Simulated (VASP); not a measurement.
Method: PBE GGA, VASP's PBE PAW potentials (set 64) (plane waves; VASP 6.6.1).

VASP ran on this input.

### INCAR
```
SYSTEM = K
PREC = Accurate; ENCUT = 300; LREAL = .False.
LASPH = .True.
EDIFF = 1E-6; NELM = 100; ALGO = Normal
ISMEAR = 0; SIGMA = 0.1
GGA = PE
ISIF = 2
LWAVE = .False.; LCHARG = .False.
```

### KPOINTS
```
Automatic
0
gamma
 12 12 12
```

### POSCAR
```
K
1
   -2.6705840000     2.6705840000     2.6705840000
    2.6705840000    -2.6705840000     2.6705840000
    2.6705840000     2.6705840000    -2.6705840000
K
1
Direct
  0.0000000000   0.0000000000   0.0000000000
```

POTCAR, in this order: K_sv (PBE.64 set). Program: vasp_std.

What VASP printed:

### OSZICAR
```
       N       E                     dE             d eps       ncg     rms          rms(c)
DAV:   1     0.309656973208E+02    0.30966E+02   -0.28556E+03  1208   0.567E+02
DAV:   2    -0.261813231047E+00   -0.31228E+02   -0.31102E+02  1168   0.171E+02
DAV:   3    -0.103693858923E+01   -0.77513E+00   -0.77421E+00  1888   0.244E+01
DAV:   4    -0.104534427239E+01   -0.84057E-02   -0.83976E-02  1752   0.217E+00
DAV:   5    -0.104543798092E+01   -0.93709E-04   -0.93709E-04  1984   0.120E-01    0.212E+00
DAV:   6    -0.104541007372E+01    0.27907E-04   -0.11224E-03  1896   0.238E-01    0.129E+00
DAV:   7    -0.104570967522E+01   -0.29960E-03   -0.25981E-03  1784   0.370E-01    0.477E-02
DAV:   8    -0.104578858849E+01   -0.78913E-04   -0.12288E-04  1656   0.139E-01    0.151E-02
DAV:   9    -0.104579250141E+01   -0.39129E-05   -0.70037E-06  1904   0.199E-02    0.568E-03
DAV:  10    -0.104579226977E+01    0.23165E-06   -0.23451E-06  1776   0.124E-02
   1 F= -.10457923E+01 E0= -.10433126E+01  d E =-.495930E-02
```

OUTCAR:
```
------------------------ aborting loop because EDIFF is reached ----------------------------------------
  FORCE on cell =-STRESS in cart. coord.  units (eV):
  Direction    XX          YY          ZZ          XY          YZ          ZX
  --------------------------------------------------------------------------------------
  Total       -0.1129449     -0.1129449     -0.1129449      0.0000000     -0.0000000     -0.0000000
  in kB       -2.3751910     -2.3751910     -2.3751910      0.0000000     -0.0000000     -0.0000000
  external PRESSURE =      -2.3751910 kB  Pullay stress =       0.0000000 kB
  volume of cell :       76.19
      direct lattice vectors                 reciprocal lattice vectors
    -2.670584000  2.670584000  2.670584000     0.000000000  0.187224967  0.187224967
     2.670584000 -2.670584000  2.670584000     0.187224967  0.000000000  0.187224967
     2.670584000  2.670584000 -2.670584000     0.187224967  0.187224967  0.000000000
 POSITION                                       TOTAL-FORCE (eV/Angst)
 -----------------------------------------------------------------------------------
      0.00000      0.00000      0.00000        -0.000000      0.000000      0.000000
 -----------------------------------------------------------------------------------
    total drift:                               -0.000000     -0.000000     -0.000000
  FREE ENERGIE OF THE ION-ELECTRON SYSTEM (eV)
  ---------------------------------------------------
  free  energy   TOTEN  =        -1.0457922698 eV

  energy  without entropy=       -1.0408329730  energy(sigma->0) =       -1.04331262
```
(Selected blocks of OUTCAR.)

At this cut-off the stress carries a Pulay error, which pulls relaxed volumes low.

The structure comes from a computed database's K entry; how it stands against other phases isn't given here. The cell was not relaxed at this level.
